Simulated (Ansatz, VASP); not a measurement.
**Two plane-wave programs on MoN2**

The input INCAR:

```
PREC = Accurate
ENCUT = 520
EDIFF = 1E-6
ISMEAR = 0
SIGMA = 0.1
LREAL = F
LASPH = T
NELM = 100
ALGO = Normal
ISIF = 2
LWAVE = F
LCHARG = F
GGA = PE
IVDW = 12
NBANDS = 33
```

The input KPOINTS:

```
Automatic mesh
0
Gamma
  9 9 2
```

The input POSCAR:

```
MoN2
1.0
    2.7570000000      0.0000000000      0.0000000000
   -1.3785000000      2.3876320400      0.0000000000
    0.0000000000      0.0000000000      9.9100000000
Mo N
2 4
Direct
    0.3333333300      0.6666666700      0.2500000000
    0.6666666700      0.3333333300      0.7500000000
    0.3333333300      0.6666666700      0.6210000000
    0.6666666700      0.3333333300      0.1210000000
    0.3333333300      0.6666666700      0.8790000000
    0.6666666700      0.3333333300      0.3790000000
```

Input for Ansatz:

```yaml
crystal:
  lattice:
    - [2.757, 0.0, 0.0]
    - [-1.3785, 2.38763204, 0.0]
    - [0.0, 0.0, 9.91]
  atoms:
    - { symbol: Mo, position: [0.33333333, 0.66666667, 0.25] }
    - { symbol: Mo, position: [0.66666667, 0.33333333, 0.75] }
    - { symbol: "N", position: [0.33333333, 0.66666667, 0.621] }
    - { symbol: "N", position: [0.66666667, 0.33333333, 0.121] }
    - { symbol: "N", position: [0.33333333, 0.66666667, 0.879] }
    - { symbol: "N", position: [0.66666667, 0.33333333, 0.379] }
basis:
  ecutwfc: 600.0
kpoints:
  mp_grid: { grid: [9, 9, 2] }
hamiltonian:
  xc: pbe
  dispersion: d3bj
scf:
  occupations: { method: gaussian, width: 0.1 }
output:
  forces: true
  stress: true
  eigenvalues: true
```

The cell was built by a generator and needn't be a form met in nature.

Alike in both runs: task single point; functional PBE; dispersion D3(BJ); k mesh 9 × 9 × 2; occupations gaussian, width 0.1 eV; no spin polarisation.

|  | VASP | Ansatz |
| --- | --- | --- |
| version | VASP 6.6.1 | Ansatz 0.2.0 |
| potentials or method | VASP PAW PBE potentials, release 64 (Mo_sv, N) | scalar-relativistic, plane waves, PAW |
| plane-wave cutoff (eV) | 520 | 600 |
| valence electrons in the cell | 48 | 48 |

```tsv
	VASP	Ansatz	Ansatz less VASP
gap on the k mesh at the Fermi level (eV)	none	none	-
pressure (GPa)	13.4	12.8	-0.62
largest component of the traceless stress (GPa)	37.99	37.86	-0.134
rms of the force components (eV/Å)	0.725	0.750	+0.0247
```

Atom by atom the forces differ by 0.025 eV/Å (rms over components). A gap of «none» marks a metal or a gap that the smearing closes.

Caveats: pairwise dispersion overbinds metals, which lowers pressure and volume; forces of over 1 eV/Å show positions far from the minimum, so gaps and moduli don't describe the material at rest.
